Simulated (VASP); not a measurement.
Consider the following.

```
PtS2
1.0
    1.78670    -3.09466     0.00000
    1.78670     3.09466     0.00000
    0.00000     0.00000     6.13965
Pt S
1 2
Direct
  0.00000   0.00000   0.00000
  0.33333   0.66667   0.19959
  0.66667   0.33333   0.80041
```

Calculation: PBE GGA, VASP's PBE PAW potentials (set 64) (plane waves; VASP). Numerical set-up: 480 eV cut-off, 8×8×4 Γ-centred mesh, Gaussian smearing of 0.050 eV, potentials Pt S.

Energy and stress use the plane-wave basis of the starting cell. Without a dispersion term in the relaxation, distances and binding between the weakly bound layers, chains or molecules are unreliable, and so is what depends on them.

Task: The ions, cell shape and volume at an external pressure of 30.0 GPa are relaxed. Predict the relaxed structure.

Result: 
```
PtS2
1.0
    1.73868    -3.01148     0.00000
    1.73868     3.01148     0.00000
    0.00000     0.00000     4.02021
Pt S
1 2
Direct
  0.00000   0.00000   0.00000
  0.33333   0.66667   0.29335
  0.66667   0.33333   0.70665
```
Space group P-3m1 (164), at a tolerance of 0.03 Å.

Task: How do energy and volume change from the first to the last step?

Result: The energy (σ→0) changes by +332.7 meV/atom and the volume by -38.0 %, in 27 ionic steps.

The compound is PtS2 in the 1T layered structure. This run relaxes it under an external pressure of 30 GPa. Symmetry was kept, so distortions that lower it aren't found. The k-mesh is coarse (spacing up to 0.39 per Å, 2π included), so the numbers may not be converged in it.
